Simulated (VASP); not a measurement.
Energy against volume of Ta (bcc). These are PBEsol GGA, VASP's PBE PAW potentials (set 64) (plane waves; VASP) values and carry that method's errors. Settings: 520 eV cut-off, 16×16×16 Γ-centred mesh, first-order Methfessel-Paxton smearing of 0.10 eV, potentials Ta_pv.

```json
[
 {"V (Å³/atom)": "17.178", "E (eV/atom)": "-12.53623"},
 {"V (Å³/atom)": "17.709", "E (eV/atom)": "-12.54635"},
 {"V (Å³/atom)": "18.240", "E (eV/atom)": "-12.53638"},
 {"V (Å³/atom)": "18.771", "E (eV/atom)": "-12.50834"}
]
```

### Question
Fit these four points and predict the energy of the run at 16.646 Å³/atom.

### Answer
A cubic in V^(−2/3), the third-order Birch-Murnaghan form, passes through the four points with V0 = 17.70 Å³/atom and B0 = 202 GPa, and gives -12.5037 eV/atom there. The run gave -12.5030 eV/atom, +0.7 meV/atom from the fit; all five points give B0 = 204 GPa.

The compound is Ta in the bcc structure. It was relaxed first.
